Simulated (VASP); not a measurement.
VASP input:

**KPOINTS**
```
Automatic mesh
0
Gamma
7 3 1
0 0 0
```

File POSCAR:
```
La
1
    3.8342730000     0.0000000000     0.0000000000
    0.0000000000    12.1616730000     0.0000000000
    0.0000000000     0.0000000000    14.7671930000
La
12
Direct
  0.5833330000   0.0000000000   0.3515770000
  0.5833330000   0.5000000000   0.3515770000
  0.5833330000   0.2500000000   0.2031530000
  0.0833330000   0.7500000000   0.2773650000
  0.0833330000   0.0000000000   0.5742120000
  0.0833330000   0.5000000000   0.5742120000
  0.0833330000   0.2500000000   0.4257880000
  0.5833330000   0.7500000000   0.5000000000
  0.5833330000   0.0000000000   0.7968470000
  0.5833330000   0.5000000000   0.7968470000
  0.5833330000   0.2500000000   0.6484230000
  0.0833330000   0.7500000000   0.7226350000
```

INCAR:
```
SYSTEM = La
PREC = Accurate; ENCUT = 300; LREAL = .FALSE.
LASPH = .TRUE.
EDIFF = 1E-6; NELM = 100; ALGO = Normal
LMAXMIX = 6
ISMEAR = 0; SIGMA = 0.136
ISIF = 2
LWAVE = .FALSE.; LCHARG = .FALSE.
```

POTCAR, in this order: La (LDA.64 set). Program: vasp_std.

Task: Translate this LDA calculation to Ansatz.

Result: One equivalent input (not run):
Ansatz 0.2 input:
```yaml
crystal:
  lattice:
    - [3.8342730, 0.0000000, 0.0000000]
    - [0.0000000, 12.1616730, 0.0000000]
    - [0.0000000, 0.0000000, 14.7671930]
  atoms:
    - { symbol: La, position: [0.5833330, 0.0000000, 0.3515770] }
    - { symbol: La, position: [0.5833330, 0.5000000, 0.3515770] }
    - { symbol: La, position: [0.5833330, 0.2500000, 0.2031530] }
    - { symbol: La, position: [0.0833330, 0.7500000, 0.2773650] }
    - { symbol: La, position: [0.0833330, 0.0000000, 0.5742120] }
    - { symbol: La, position: [0.0833330, 0.5000000, 0.5742120] }
    - { symbol: La, position: [0.0833330, 0.2500000, 0.4257880] }
    - { symbol: La, position: [0.5833330, 0.7500000, 0.5000000] }
    - { symbol: La, position: [0.5833330, 0.0000000, 0.7968470] }
    - { symbol: La, position: [0.5833330, 0.5000000, 0.7968470] }
    - { symbol: La, position: [0.5833330, 0.2500000, 0.6484230] }
    - { symbol: La, position: [0.0833330, 0.7500000, 0.7226350] }
kpoints:
  mp_grid: { grid: [7, 3, 1] }
hamiltonian:
  xc: lda
  pseudopotentials: { kind: paw }
scf:
  occupations: { method: gaussian, width: 0.136 }
  max_iter: 100
output: { forces: true, stress: true, eigenvalues: true }
```
Limits of the translation: each code has its own PAW files, so the cut-off isn't converted (ENCUT is set for VASP's; basis.ecutwfc is left out, and Ansatz then takes the one that its files recommend); Ansatz stops its SCF on the density residual and VASP on the energy change (EDIFF); Ansatz's lda is the Perdew-Wang form, while the LDA potentials of VASP carry Perdew-Zunger's.

The cell is a sheet with vacuum, built from a database entry that may be metastable or hypothetical.
